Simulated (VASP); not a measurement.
Calculation: PBE GGA, VASP's PBE PAW potentials (set 64) (plane waves; VASP).

VASP ran on this input.

**INCAR**
```
! general
SYSTEM   =  Be4SeTe3
PREC     =  Accurate
ENCUT    =  400
LREAL    =  .False.
LASPH    =  .True.   ! aspherical one-centre terms

! electronic loop
EDIFF    =  1E-6   ! SCF stop (eV)
NELM     =  100   ! most electronic steps
ALGO     =  Normal   ! blocked Davidson
LMAXMIX  =  4   ! l cut-off of mixed one-centre charges

! smearing
ISMEAR   =  0   ! Gaussian
SIGMA    =  0.05

! functional
GGA      =  PE   ! PBE

! output
LWAVE    =  .False.
LCHARG   =  .True.
```

File KPOINTS:
```
K-points
0
gamma
 4 4 4
```

POSCAR:
```
Be4SeTe3
1
    5.5513762199     0.0000000000     0.0000000000
    0.0000000000     5.5513762199    -0.0000000000
    0.0000000000    -0.0000000000     5.5513762199
Be Te Se
4 3 1
Direct
  0.0104984402   0.9895015598   0.9895015598
  0.4895015598   0.5104984402   0.9895015598
  0.4895015598   0.9895015598   0.5104984402
  0.0104984402   0.5104984402   0.5104984402
  0.2500000000   0.2500000000   0.2500000000
  0.7500000000   0.7500000000   0.2500000000
  0.7500000000   0.2500000000   0.7500000000
  0.2500000000   0.7500000000   0.7500000000
```

POTCAR, in this order: Be Te Se (PBE.64 set). Program: vasp_std.

Output of the run:

OUTCAR:
```
 ion  position               nearest neighbor table
   1  0.010  0.990  0.990-   8 2.30   6 2.44   7 2.44   5 2.44
   2  0.490  0.510  0.990-   8 2.30   6 2.44   7 2.44   5 2.44
   3  0.490  0.990  0.510-   8 2.30   6 2.44   7 2.44   5 2.44
   4  0.010  0.510  0.510-   8 2.30   6 2.44   7 2.44   5 2.44
   5  0.250  0.250  0.250-   1 2.44   2 2.44   3 2.44   4 2.44
   6  0.750  0.750  0.250-   1 2.44   2 2.44   3 2.44   4 2.44
   7  0.750  0.250  0.750-   1 2.44   2 2.44   3 2.44   4 2.44
   8  0.250  0.750  0.750-   1 2.30   2 2.30   3 2.30   4 2.30
  LATTYP: Found a simple cubic cell.
 ALAT       =     5.5513762199
 Subroutine PRICEL returns:
 Original cell was already a primitive cell.
 Subroutine GETGRP returns: Found 24 space group operations
The static configuration has the point symmetry C_3v.
 The point group associated with its full space group is T_d .
The dynamic configuration has the point symmetry C_3v.
 Subroutine INISYM returns: Found 24 space group operations
 Subroutine IBZKPT returns following result:
 Found     10 irreducible k-points:

 Following reciprocal coordinates:
            Coordinates               Weight
  0.000000  0.000000  0.000000      1.000000
  0.250000  0.000000  0.000000      6.000000
...
```

File OSZICAR:
```
       N       E                     dE             d eps       ncg     rms          rms(c)
DAV:   1     0.115835425304E+03    0.11584E+03   -0.10493E+04   420   0.102E+03
DAV:   2    -0.218942614494E+02   -0.13773E+03   -0.13058E+03   568   0.177E+02
DAV:   3    -0.317530683938E+02   -0.98588E+01   -0.97860E+01   545   0.529E+01
DAV:   4    -0.319612251835E+02   -0.20816E+00   -0.20769E+00   550   0.856E+00
DAV:   5    -0.319667097946E+02   -0.54846E-02   -0.54833E-02   550   0.140E+00    0.782E+00
DAV:   6    -0.316236190985E+02    0.34309E+00   -0.31977E-01   540   0.257E+00    0.481E+00
DAV:   7    -0.315135607108E+02    0.11006E+00   -0.41153E-01   483   0.296E+00    0.622E-01
DAV:   8    -0.315147958739E+02   -0.12352E-02   -0.18012E-02   513   0.806E-01    0.190E-01
DAV:   9    -0.315155066246E+02   -0.71075E-03   -0.35978E-03   500   0.288E-01    0.585E-02
DAV:  10    -0.315157246045E+02   -0.21798E-03   -0.26573E-04   505   0.898E-02    0.383E-02
DAV:  11    -0.315158593968E+02   -0.13479E-03   -0.19381E-04   483   0.780E-02    0.140E-02
DAV:  12    -0.315158659515E+02   -0.65547E-05   -0.23398E-05   539   0.239E-02    0.105E-02
DAV:  13    -0.315158658847E+02    0.66731E-07   -0.29697E-06   429   0.987E-03
   1 F= -.31515866E+02 E0= -.31515866E+02  d E =-.158418E-15
```

File OUTCAR:
```
------------------------ aborting loop because EDIFF is reached ----------------------------------------
  FORCE on cell =-STRESS in cart. coord.  units (eV):
  Direction    XX          YY          ZZ          XY          YZ          ZX
  --------------------------------------------------------------------------------------
  Total       -0.0300084     -0.0300084     -0.0300084      0.0000000      0.0000000      0.0000000
  in kB       -0.2810289     -0.2810289     -0.2810289      0.0000000      0.0000000      0.0000000
  external PRESSURE =      -0.2810289 kB  Pullay stress =       0.0000000 kB
  volume of cell :      171.08
      direct lattice vectors                 reciprocal lattice vectors
     5.551376220  0.000000000  0.000000000     0.180135512  0.000000000  0.000000000
     0.000000000  5.551376220  0.000000000     0.000000000  0.180135512  0.000000000
     0.000000000  0.000000000  5.551376220     0.000000000  0.000000000  0.180135512
 POSITION                                       TOTAL-FORCE (eV/Angst)
 -----------------------------------------------------------------------------------
      0.05828      5.49310      5.49310        -0.001257      0.001257      0.001257
      2.71741      2.83397      5.49310         0.001257     -0.001257      0.001257
      2.71741      5.49310      2.83397         0.001257      0.001257     -0.001257
      0.05828      2.83397      2.83397        -0.001257     -0.001257     -0.001257
      1.38784      1.38784      1.38784        -0.000000     -0.000000     -0.000000
      4.16353      4.16353      1.38784         0.000000     -0.000000     -0.000000
      4.16353      1.38784      4.16353         0.000000     -0.000000     -0.000000
      1.38784      4.16353      4.16353        -0.000000     -0.000000     -0.000000
 -----------------------------------------------------------------------------------
    total drift:                               -0.000000     -0.000000     -0.000000
  FREE ENERGIE OF THE ION-ELECTRON SYSTEM (eV)
  ---------------------------------------------------
  free  energy   TOTEN  =       -31.5158658847 eV

  energy  without entropy=      -31.5158658847  energy(sigma->0) =      -31.51586588
```
(Selected blocks of OUTCAR.)

The structure was generated: Be4SeTe3 was put into an ordered model structure (P-43m), which need not be its known phase. It was relaxed first.
